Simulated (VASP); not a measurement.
Mg2CdS3:

```xyz
6
Lattice="4.6029 0.0000 0.0000 0.0000 4.6029 0.0000 0.0000 0.0000 7.5044" Properties=species:S:1:pos:R:3 pbc="T T T"
Mg    0.0000    2.3015    3.7522
Mg    2.3015    0.0000    3.7522
Cd    0.0000    0.0000    3.7522
S     2.3015    2.3015    0.0000
S     0.0000    0.0000    0.0000
S     2.3015    2.3015    3.7522
```

The cell was built by a generator and needn't be a form met in nature.

- Program: VASP 6.6.1
- Task: relaxation of cell and atoms
- Functional: PBE
- Potentials or basis: VASP PAW PBE potentials, release 64 (Mg, Cd, S)
- Cutoff: 520 eV
- k mesh: 3 × 3 × 2
- Occupations: gaussian, width 0.15 eV
- Spin: no spin polarisation

At the start: pressure 11.3 GPa; volume 26.50 Å³/atom.

**Question.** How do energy, volume and symmetry change on relaxing?

**Answer.** Over 12 steps the energy falls by 981.1 meV/atom and the volume is 24.53 Å³/atom (-7.4 %); space group P4/mmm (No. 123, to 0.05 Å).

Step by step:
```tsv
step	energy change (eV)	largest force (eV/Å)	pressure (GPa)	volume (Å³)
1	0.0000	0.0000	11.33	159.00
2	-2.4146	0.0000	-2.57	203.82
3	-2.4145	0.0000	-2.60	203.68
4	-3.0528	0.0000	-3.35	192.01
5	-4.6873	0.0000	-4.39	170.27
6	-1.7131	0.0000	20.76	124.43
7	-5.4182	0.0000	-3.79	160.82
8	-5.7261	0.0000	2.50	142.87
9	-5.8631	0.0000	-1.24	150.95
10	-5.8832	0.0000	-0.63	149.15
11	-5.8832	0.0000	-0.14	148.01
12	-5.8866	0.0000	-0.12	147.19
```

Final structure:
```xyz
6
Lattice="5.3915 0.0000 0.0000 0.0000 5.3915 0.0000 0.0000 0.0000 5.0637" Properties=species:S:1:pos:R:3 pbc="T T T"
Mg    5.3915    2.6958    2.5318
Mg    2.6958    5.3915    2.5318
Cd    0.0000    0.0000    2.5318
S     2.6958    2.6958    0.0000
S     5.3915    5.3915    0.0000
S     2.6958    2.6958    2.5318
```

Caveat: the k mesh is coarse (spacing up to 0.46 Å⁻¹), so the values aren't converged.
